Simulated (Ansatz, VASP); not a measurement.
## Two plane-wave programs on Pd2C

Contents of INCAR:

```
SYSTEM = Pd2C
PREC = Accurate
ENCUT = 600
EDIFF = 1E-6
ISMEAR = 0
SIGMA = 0.1
LREAL = .FALSE.
LASPH = .TRUE.
NELM = 60
ALGO = Normal
ISIF = 3
LWAVE = .FALSE.
LCHARG = .FALSE.
GGA = PE
IBRION = 2
NSW = 90
EDIFFG = -0.04
```

The input KPOINTS:

```
Automatic mesh
0
G
  6 6 6
  0 0 0
```

The input POSCAR:

```
Pd2C
1.0
    0.0000000000      2.7337555800      2.7337555800
    2.7337555800      0.0000000000      2.7337555800
    2.7337555800      2.7337555800      0.0000000000
Pd C
2 1
Direct
    0.2500000000      0.2500000000      0.2500000000
    0.7500000000      0.7500000000      0.7500000000
    0.0000000000      0.0000000000      0.0000000000
```

Input for Ansatz:

```yaml
crystal:
  lattice:
    - [0.0, 2.73375558, 2.73375558]
    - [2.73375558, 0.0, 2.73375558]
    - [2.73375558, 2.73375558, 0.0]
  atoms:
    - { symbol: Pd, position: [0.25, 0.25, 0.25] }
    - { symbol: Pd, position: [0.75, 0.75, 0.75] }
    - { symbol: C, position: [0.0, 0.0, 0.0] }
basis:
  ecutwfc: 420
kpoints:
  mp_grid: { grid: [6, 6, 6] }
hamiltonian:
  xc: pbe
scf:
  occupations: { method: gaussian, width: 0.1 }
  lower_state_search: "off"
output:
  forces: true
  stress: true
  eigenvalues: true
relax:
  adjacent_minimum: "off"
  f_tol: 0.04
  max_steps: 70
  cell: { stress_tol: 0.4 }
```

Change from the starting cell: species swapped into the PbF2 type (Fm-3m, No. 225).

Alike in both runs: task relaxation of cell and atoms; functional PBE; k mesh 6 × 6 × 6; occupations gaussian, width 0.1 eV; no spin polarisation.

```csv
,VASP,Ansatz
version,VASP 6.6.1,Ansatz 0.2.0
potentials or method,"VASP PAW PBE potentials, release 64 (Pd, C)","scalar-relativistic, plane waves, PAW"
plane-wave cutoff (eV),600,420
valence electrons in the cell,24,40
```

VASP gave:

* gap on the k mesh at the Fermi level, each at its own relaxed structure (eV): none
* relaxed volume (Å³/atom): 12.77
* relaxed cell length with the largest relative difference (Å): 3.784
* energy change over the relaxation (meV/atom): -32

Question: Which values does Ansatz return?

Answer: gap on the k mesh at the Fermi level, each at its own relaxed structure (eV): none; relaxed volume (Å³/atom): 12.77; relaxed cell length with the largest relative difference (Å): 3.784; energy change over the relaxation (meV/atom): -30.

A gap of «none» marks a metal or a gap that the smearing closes. The two sets of potentials don't hold the same shells in valence.
